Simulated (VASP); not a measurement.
# KMgF3 with MS2: from relaxation to properties, part 4 of 5

Aim: relax KMgF3, then compute properties on the relaxed cell. Left out of this account: 1 further run (core levels: core levels are not valid at this level). The start is a cell from a database of measured crystal structures.

VASP 6.6.1; MS2; plane waves and PAW (K_sv, Mg, F).

So far, gap on the k-mesh (eV): step 2 (full relaxation (MS2)) 7.83; step 5 (total and projected DOS (MS2)) 7.83.

## Step 6: Elastic constants (MS2) (continued)

Elastic constants with relaxed ions, Voigt order xx yy zz yz xz xy (GPa):

```
143.5  41.5  41.5   0.0   0.0   0.0
 41.5 143.5  41.5   0.0   0.0   0.0
 41.5  41.5 143.5   0.0   0.0   0.0
  0.0   0.0   0.0  49.2   0.0   0.0
  0.0   0.0   0.0   0.0  49.2   0.0
  0.0   0.0   0.0   0.0   0.0  49.2
```

Transverse limit, no LO-TO splitting. The modes at Γ (shares of kinetic energy by element, %):

```
mode  frequency (cm⁻¹)  symmetry  K %  Mg %  F %
   1              -1.1  acoustic   32    20   48
   2              -1.1  acoustic   32    20   48
   3              -1.1  acoustic   32    20   48
   4             160.5       T1u   68     6   27
   5             160.5       T1u   68     6   27
   6             160.5       T1u   68     6   27
   7             192.6       T2u    0     0  100
   8             192.6       T2u    0     0  100
   9             192.6       T2u    0     0  100
  10             292.2       T1u    1    43   56
  11             292.2       T1u    1    43   56
  12             292.2       T1u    1    43   56
  13             469.3       T1u    0    31   69
  14             469.3       T1u    0    31   69
  15             469.3       T1u    0    31   69
```

Displacements in mode 4 (160.5 cm⁻¹), the largest set to 1:
```
K1   0.01 -1.00  0.22
Mg2  0.00  0.37 -0.08
F3  -0.01  0.55 -0.10
F4  -0.01  0.46 -0.12
F5  -0.01  0.55 -0.12
```

Displacements in mode 7 (192.6 cm⁻¹), the largest set to 1:
```
K1   0.00  0.00  0.00
Mg2  0.00  0.00  0.00
F3  -0.12  1.00  0.00
F4   0.12  0.00 -0.04
F5   0.00 -1.00  0.04
```

B/G is 1.51, which by Pugh's rule of thumb (1.75) points to a brittle solid. The Zener ratio 2C44/(C11 - C12) is 0.97, where 1 means isotropic. With the density of 3.16 g/cm³ the Hill moduli give sound speeds of 6.70 km/s (longitudinal) and 3.97 km/s (transverse), and from their mean a Debye temperature of 562 K.

## Step 7: Volume scan with MS2

An equation of state needs energies on both sides of the minimum, all on one mesh and cutoff.

Contents of INCAR:

```
SYSTEM = KMgF3
PREC = Accurate
ENCUT = 520
EDIFF = 1E-06
NELM = 100
ISMEAR = 0
SIGMA = 0.05
LREAL = .FALSE.
ALGO = Normal
METAGGA = MS2
LASPH = .TRUE.
NBANDS = 22
LORBIT = 11
LWAVE = .FALSE.
LCHARG = .FALSE.
KPAR = 2
ISIF = 2
```

Contents of POSCAR:

```
KMgF3
1.0
    3.9018260080      0.0000000000      0.0000000000
    0.0000000000      3.9018260080      0.0000000000
    0.0000000000      0.0000000000      3.9018260080
K Mg F
1 1 3
Direct
    0.5000000000      0.5000000000      0.5000000000
    0.0000000000      0.0000000000      0.0000000000
    0.0000000000      0.0000000000      0.5000000000
    0.0000000000      0.5000000000      0.0000000000
    0.5000000000      0.0000000000      0.0000000000
```

Contents of KPOINTS:

```
Automatic mesh
0
Gamma
6 6 6
0 0 0
```

PAW data sets: K_sv, Mg and F (PBE family, release 64).

Command:

```console
> mpirun -np 2 vasp_std
```

Log:

```text
[... set-up lines as in an earlier step ...]
 entering main loop
       N       E                     dE             d eps       ncg     rms          rms(c)
DAV:   1     0.184001215002E+03    0.18400E+03   -0.17155E+04   912   0.135E+03
DAV:   2    -0.418206196871E+02   -0.22582E+03   -0.21864E+03  1118   0.364E+02
DAV:   3    -0.539121587747E+02   -0.12092E+02   -0.11937E+02  1360   0.730E+01
DAV:   4    -0.543243400495E+02   -0.41218E+00   -0.40761E+00  1234   0.912E+00
DAV:   5    -0.543265926938E+02   -0.22526E-02   -0.22522E-02  1056   0.690E-01    0.918E+00
DAV:   6    -0.410016586234E+02    0.13325E+02   -0.18211E+01  1144   0.302E+01    0.411E+00
DAV:   7    -0.409150766339E+02    0.86582E-01   -0.15127E+00  1066   0.114E+01    0.261E+00
DAV:   8    -0.410045533397E+02   -0.89477E-01   -0.11723E-01  1024   0.289E+00    0.118E+00
DAV:   9    -0.410477902611E+02   -0.43237E-01   -0.89317E-02  1328   0.275E+00    0.549E-01
DAV:  10    -0.410466530044E+02    0.11373E-02   -0.11996E-02  1028   0.852E-01    0.281E-01
DAV:  11    -0.410479259017E+02   -0.12729E-02   -0.91789E-03  1400   0.945E-01    0.182E-01
DAV:  12    -0.410480290391E+02   -0.10314E-03   -0.26017E-03  1450   0.441E-01    0.567E-02
DAV:  13    -0.410479818505E+02    0.47189E-04   -0.54327E-04  1354   0.165E-01    0.670E-02
DAV:  14    -0.410479595397E+02    0.22311E-04   -0.81909E-05   964   0.728E-02    0.343E-02
DAV:  15    -0.410479646039E+02   -0.50642E-05   -0.95150E-06  1312   0.261E-02    0.136E-02
DAV:  16    -0.410479672019E+02   -0.25980E-05   -0.36799E-06  1044   0.180E-02    0.518E-03
DAV:  17    -0.410479676810E+02   -0.47904E-06   -0.16153E-07   530   0.346E-03
   1 F= -.41047968E+02 E0= -.41047968E+02  d E =-.149075E-22
```

Run time: 27 s. Hardware: 2 MPI ranks of AMD EPYC 9R45, shared host; peak memory 0.31 GiB; 53 s of CPU time.

From OUTCAR (step 7):

```text
   ENCUT  =  520.0 eV  38.22 Ry    6.18 a.u.   7.25  7.25  7.25*2*pi/ulx,y,z

   NELECT =      32.0000    total number of electrons

 E-fermi :  -1.2829

 k-point     1 :       0.0000    0.0000    0.0000
  band No.  band energies     occupation
    ...
     12      -2.3104      2.00000
     13      -2.3104      2.00000
     14      -1.9448      2.00000
     15      -1.9448      2.00000
     16      -1.9448      2.00000
     17       6.7329      0.00000
     18       9.1650      0.00000
     19       9.1650      0.00000
     20      11.6143      0.00000
     21      11.6143      0.00000
    ...

  Total        2.0263769      2.0263769      2.0263769      0.0000000      0.0000000      0.0000000
  in kB       54.6546491     54.6546491     54.6546491      0.0000000      0.0000000      0.0000000
  external PRESSURE =      54.6546491 kB  Pullay stress =       0.0000000 kB

 POSITION                                       TOTAL-FORCE (eV/Angst)
 -----------------------------------------------------------------------------------
      1.95091      1.95091      1.95091         0.000000      0.000000      0.000000
      0.00000      0.00000      0.00000         0.000000      0.000000      0.000000
      0.00000      0.00000      1.95091         0.000000      0.000000      0.000000
      0.00000      1.95091      0.00000         0.000000      0.000000      0.000000
      1.95091      0.00000      0.00000         0.000000      0.000000      0.000000
 -----------------------------------------------------------------------------------
    total drift:                                0.000000     -0.000000      0.000000

  FREE ENERGIE OF THE ION-ELECTRON SYSTEM (eV)
  ---------------------------------------------------
  free  energy   TOTEN  =       -41.0479676810 eV

  energy  without entropy=      -41.0479676810  energy(sigma->0) =      -41.04796768

[... 4 parts as in an earlier step ...]

[... 12 further parts left out ...]
```

The scan keeps the cell's shape and the fractional positions fixed.

Numbers from this step:

| Quantity | Value |
| --- | --- |
| free energy (TOTEN) | -41.05 eV |
| Fermi energy | -1.283 eV |
| pressure | 5.465 GPa |
| gap on the k-mesh | 8.351 eV |
| least direct gap on the k-mesh | 8.678 eV |

The pressure here is 5.47 GPa.

## Step 8: Volume scan with MS2 (run 2)

INCAR is that of step 7.

Edit POSCAR of step 7 so:

```diff
@@ -2,5 +2,5 @@
 1.0
-    3.9018260080      0.0000000000      0.0000000000
-    0.0000000000      3.9018260080      0.0000000000
-    0.0000000000      0.0000000000      3.9018260080
+    3.9293045612      0.0000000000      0.0000000000
+    0.0000000000      3.9293045612      0.0000000000
+    0.0000000000      0.0000000000      3.9293045612
 K Mg F
```

KPOINTS is that of step 7.

Command:

```console
> mpirun -np 2 vasp_std
```

Log:

```text
[... set-up lines as in an earlier step ...]
 entering main loop
       N       E                     dE             d eps       ncg     rms          rms(c)
DAV:   1     0.188691187284E+03    0.18869E+03   -0.17257E+04   936   0.135E+03
DAV:   2    -0.419813609402E+02   -0.23067E+03   -0.22194E+03  1134   0.369E+02
DAV:   3    -0.539131136598E+02   -0.11932E+02   -0.11789E+02  1376   0.723E+01
DAV:   4    -0.542279154737E+02   -0.31480E+00   -0.31114E+00  1174   0.833E+00
DAV:   5    -0.542311504712E+02   -0.32350E-02   -0.32344E-02  1054   0.750E-01    0.914E+00
DAV:   6    -0.410319251228E+02    0.13199E+02   -0.18253E+01  1136   0.299E+01    0.402E+00
DAV:   7    -0.409529694950E+02    0.78956E-01   -0.14601E+00  1060   0.112E+01    0.259E+00
DAV:   8    -0.410419056666E+02   -0.88936E-01   -0.11657E-01  1048   0.291E+00    0.117E+00
DAV:   9    -0.410851550131E+02   -0.43249E-01   -0.92438E-02  1350   0.279E+00    0.557E-01
DAV:  10    -0.410837288750E+02    0.14261E-02   -0.10877E-02  1002   0.811E-01    0.282E-01
DAV:  11    -0.410850208455E+02   -0.12920E-02   -0.91892E-03  1406   0.937E-01    0.173E-01
DAV:  12    -0.410851405364E+02   -0.11969E-03   -0.24702E-03  1420   0.425E-01    0.497E-02
DAV:  13    -0.410850998756E+02    0.40661E-04   -0.53921E-04  1416   0.163E-01    0.646E-02
DAV:  14    -0.410850799858E+02    0.19890E-04   -0.71324E-05   988   0.684E-02    0.351E-02
DAV:  15    -0.410850847486E+02   -0.47628E-05   -0.96510E-06  1280   0.265E-02    0.142E-02
DAV:  16    -0.410850870824E+02   -0.23338E-05   -0.36686E-06  1048   0.179E-02    0.540E-03
DAV:  17    -0.410850875146E+02   -0.43222E-06   -0.16338E-07   524   0.340E-03
   1 F= -.41085088E+02 E0= -.41085088E+02  d E =-.944069E-13
```

Wall time 27 s (2 MPI ranks); peak memory 0.3 GiB; 53 s of CPU time.

OUTCAR, selected parts (step 8):

```text
   ENCUT  =  520.0 eV  38.22 Ry    6.18 a.u.   7.31  7.31  7.31*2*pi/ulx,y,z

   NELECT =      32.0000    total number of electrons

 E-fermi :  -1.4923

 k-point     1 :       0.0000    0.0000    0.0000
  band No.  band energies     occupation
    ...
     12      -2.4000      2.00000
     13      -2.4000      2.00000
     14      -2.0571      2.00000
     15      -2.0571      2.00000
     16      -2.0571      2.00000
     17       6.4406      0.00000
     18       9.0246      0.00000
     19       9.0246      0.00000
     20      11.4496      0.00000
     21      11.4496      0.00000
    ...

  Total        1.2976221      1.2976221      1.2976221     -0.0000000     -0.0000000      0.0000000
  in kB       34.2698128     34.2698128     34.2698128     -0.0000000     -0.0000000      0.0000000
  external PRESSURE =      34.2698128 kB  Pullay stress =       0.0000000 kB

 POSITION                                       TOTAL-FORCE (eV/Angst)
 -----------------------------------------------------------------------------------
      1.96465      1.96465      1.96465         0.000000      0.000000      0.000000
      0.00000      0.00000      0.00000         0.000000      0.000000      0.000000
      0.00000      0.00000      1.96465         0.000000      0.000000      0.000000
      0.00000      1.96465      0.00000         0.000000      0.000000      0.000000
      1.96465      0.00000      0.00000         0.000000      0.000000      0.000000
 -----------------------------------------------------------------------------------
    total drift:                                0.000000     -0.000000      0.000000

  FREE ENERGIE OF THE ION-ELECTRON SYSTEM (eV)
  ---------------------------------------------------
  free  energy   TOTEN  =       -41.0850875146 eV

  energy  without entropy=      -41.0850875146  energy(sigma->0) =      -41.08508751

[... 4 parts as in an earlier step ...]

[... 12 further parts left out ...]
```

Numbers from this step:

| Quantity | Value |
| --- | --- |
| free energy (TOTEN) | -41.09 eV |
| Fermi energy | -1.492 eV |
| pressure | 3.427 GPa |
| gap on the k-mesh | 8.171 eV |
| least direct gap on the k-mesh | 8.498 eV |

The pressure falls from 5.47 to 3.43 GPa.

The run ends at a pressure of 3.43 GPa.

## Step 9: Volume scan with MS2 (run 3)

INCAR is that of step 8.

Edit POSCAR of step 8 so:

```diff
@@ -2,5 +2,5 @@
 1.0
-    3.9293045612      0.0000000000      0.0000000000
-    0.0000000000      3.9293045612      0.0000000000
-    0.0000000000      0.0000000000      3.9293045612
+    3.9564040697      0.0000000000      0.0000000000
+    0.0000000000      3.9564040697      0.0000000000
+    0.0000000000      0.0000000000      3.9564040697
 K Mg F
```

KPOINTS is that of step 8.

Command:

```console
> mpirun -np 2 vasp_std
```

Log:

```text
[... set-up lines as in an earlier step ...]
 entering main loop
       N       E                     dE             d eps       ncg     rms          rms(c)
DAV:   1     0.189976615322E+03    0.18998E+03   -0.17230E+04   928   0.135E+03
DAV:   2    -0.415422810829E+02   -0.23152E+03   -0.22352E+03  1092   0.366E+02
DAV:   3    -0.536578500875E+02   -0.12116E+02   -0.11912E+02  1354   0.730E+01
DAV:   4    -0.541259556322E+02   -0.46811E+00   -0.46530E+00  1192   0.999E+00
[...]
DAV:  15    -0.411072973979E+02   -0.42514E-05   -0.96873E-06  1274   0.267E-02    0.151E-02
DAV:  16    -0.411072995817E+02   -0.21838E-05   -0.37996E-06  1006   0.181E-02    0.561E-03
DAV:  17    -0.411072999631E+02   -0.38141E-06   -0.16660E-07   548   0.346E-03
   1 F= -.41107300E+02 E0= -.41107300E+02  d E =-.289360E-17
```

It took 27 s on 2 MPI ranks; peak memory 0.31 GiB; 53 s of CPU time.

Parts of OUTCAR (step 9):

```text
  Total        0.6210938      0.6210938      0.6210938     -0.0000000     -0.0000000      0.0000000
  in kB       16.0681491     16.0681491     16.0681491     -0.0000000     -0.0000000      0.0000000
  external PRESSURE =      16.0681491 kB  Pullay stress =       0.0000000 kB

 POSITION                                       TOTAL-FORCE (eV/Angst)
 -----------------------------------------------------------------------------------
      1.97820      1.97820      1.97820         0.000000      0.000000      0.000000
      0.00000      0.00000      0.00000         0.000000      0.000000      0.000000
      0.00000      0.00000      1.97820         0.000000      0.000000      0.000000
      0.00000      1.97820      0.00000         0.000000      0.000000      0.000000
      1.97820      0.00000      0.00000         0.000000      0.000000      0.000000
 -----------------------------------------------------------------------------------
    total drift:                                0.000000     -0.000000      0.000000

  FREE ENERGIE OF THE ION-ELECTRON SYSTEM (eV)
  ---------------------------------------------------
  free  energy   TOTEN  =       -41.1072999631 eV

  energy  without entropy=      -41.1072999631  energy(sigma->0) =      -41.10729996

[... 1 part as in an earlier step ...]

[... 2 further parts left out ...]
[key lines of the parts left out:]
E-fermi :  -1.5499
```

The pressure falls from 3.43 to 1.61 GPa.

The run ends at a pressure of 1.61 GPa.

## Step 10: Volume scan with MS2 (run 4)

INCAR is that of step 9.

Edit POSCAR of step 9 so:

```diff
@@ -2,5 +2,5 @@
 1.0
-    3.9564040697      0.0000000000      0.0000000000
-    0.0000000000      3.9564040697      0.0000000000
-    0.0000000000      0.0000000000      3.9564040697
+    3.9831373406      0.0000000000      0.0000000000
+    0.0000000000      3.9831373406      0.0000000000
+    0.0000000000      0.0000000000      3.9831373406
 K Mg F
```

KPOINTS is that of step 9.

Command:

```console
> mpirun -np 2 vasp_std
```

Log:

```text
[... set-up lines as in an earlier step ...]
 entering main loop
       N       E                     dE             d eps       ncg     rms          rms(c)
[... 3 cycles as in an earlier step ...]
DAV:   4    -0.540246014706E+02   -0.57075E+00   -0.56473E+00  1242   0.943E+00
[... 1 cycle as in an earlier step ...]
DAV:   6    -0.410518795021E+02    0.12976E+02   -0.18328E+01  1150   0.296E+01    0.387E+00
[... 3 cycles as in an earlier step ...]
DAV:  10    -0.411144587839E+02    0.19124E-02   -0.97844E-03  1010   0.765E-01    0.290E-01
[... 1 cycle as in an earlier step ...]
DAV:  12    -0.411159356345E+02   -0.15525E-03   -0.23379E-03  1450   0.409E-01    0.381E-02
DAV:  13    -0.411159046565E+02    0.30978E-04   -0.55668E-04  1378   0.168E-01    0.640E-02
DAV:  14    -0.411158849260E+02    0.19730E-04   -0.66733E-05  1006   0.675E-02    0.374E-02
[... 1 cycle as in an earlier step ...]
DAV:  16    -0.411158908003E+02   -0.19295E-05   -0.36033E-06  1014   0.179E-02    0.592E-03
DAV:  17    -0.411158911668E+02   -0.36651E-06   -0.17746E-07   506   0.360E-03
   1 F= -.41115891E+02 E0= -.41115891E+02  d E =-.192744E-14
```

Wall time 27 s (2 MPI ranks); peak memory 0.31 GiB; 53 s of CPU time.

OUTCAR, selected parts (step 10):

```text
  Total       -0.0086588     -0.0086588     -0.0086588     -0.0000000      0.0000000     -0.0000000
  in kB       -0.2195305     -0.2195305     -0.2195305     -0.0000000      0.0000000     -0.0000000
  external PRESSURE =      -0.2195305 kB  Pullay stress =       0.0000000 kB

[... 5 parts as in an earlier step ...]

[... 1 further part left out ...]
[key lines of the parts left out:]
E-fermi :  -1.6808
```

The pressure falls from 1.61 to -0.02 GPa.

The run ends at a pressure of -0.02 GPa.

## Step 11: Volume scan with MS2 (run 5)

INCAR is that of step 10.

Edit POSCAR of step 10 so:

```diff
@@ -2,5 +2,5 @@
 1.0
-    3.9831373406      0.0000000000      0.0000000000
-    0.0000000000      3.9831373406      0.0000000000
-    0.0000000000      0.0000000000      3.9831373406
+    4.0095165023      0.0000000000      0.0000000000
+    0.0000000000      4.0095165023      0.0000000000
+    0.0000000000      0.0000000000      4.0095165023
 K Mg F
```

KPOINTS is that of step 10.

Command:

```console
> mpirun -np 2 vasp_std
```

Log:

```text
[... set-up lines as in an earlier step ...]
 entering main loop
       N       E                     dE             d eps       ncg     rms          rms(c)
DAV:   1     0.193031975539E+03    0.19303E+03   -0.17031E+04   904   0.134E+03
DAV:   2    -0.415403755582E+02   -0.23457E+03   -0.22659E+03  1194   0.361E+02
DAV:   3    -0.536059275610E+02   -0.12066E+02   -0.11940E+02  1386   0.701E+01
DAV:   4    -0.539204533268E+02   -0.31453E+00   -0.31149E+00  1194   0.822E+00
[...]
DAV:  15    -0.411119818119E+02   -0.35891E-05   -0.10298E-05  1246   0.278E-02    0.165E-02
DAV:  16    -0.411119836773E+02   -0.18654E-05   -0.39870E-06   980   0.183E-02    0.614E-03
DAV:  17    -0.411119839639E+02   -0.28656E-06   -0.17252E-07   608   0.349E-03
   1 F= -.41111984E+02 E0= -.41111984E+02  d E =-.472790E-22
```

Wall time 27 s (2 MPI ranks); peak memory 0.31 GiB; 53 s of CPU time.

OUTCAR, selected parts (step 11):

```text
  Total       -0.5957787     -0.5957787     -0.5957787     -0.0000000     -0.0000000      0.0000000
  in kB      -14.8087897    -14.8087897    -14.8087897     -0.0000000     -0.0000000      0.0000000
  external PRESSURE =     -14.8087897 kB  Pullay stress =       0.0000000 kB

 POSITION                                       TOTAL-FORCE (eV/Angst)
 -----------------------------------------------------------------------------------
      2.00476      2.00476      2.00476         0.000000      0.000000      0.000000
      0.00000      0.00000      0.00000         0.000000      0.000000      0.000000
      0.00000      0.00000      2.00476         0.000000      0.000000      0.000000
      0.00000      2.00476      0.00000         0.000000      0.000000      0.000000
      2.00476      0.00000      0.00000         0.000000      0.000000      0.000000
 -----------------------------------------------------------------------------------
    total drift:                                0.000000     -0.000000      0.000000

  FREE ENERGIE OF THE ION-ELECTRON SYSTEM (eV)
  ---------------------------------------------------
  free  energy   TOTEN  =       -41.1119839639 eV

  energy  without entropy=      -41.1119839639  energy(sigma->0) =      -41.11198396

[... 1 part as in an earlier step ...]

[... 2 further parts left out ...]
[key lines of the parts left out:]
E-fermi :  -1.7038
```

The pressure falls from -0.02 to -1.48 GPa.

The run ends at a pressure of -1.48 GPa.

(Part 4 of 5 ends here.)

[Lines on the potential files, build, host, timing and source positions are cut from VASP's logs without a mark.]

[Logs are printed without paths, hosts, clocks, repeated set-up lines and the standing remarks that a program may print on its own settings, such as how far it seeks lower states.]

[Hosts, paths, dates, database ids (printed as entryN), source tags and the programs' standing remarks are cut or masked in the printed files.]

[A measured line is paired with the nearest computed mode of its activity, which favours agreement.]
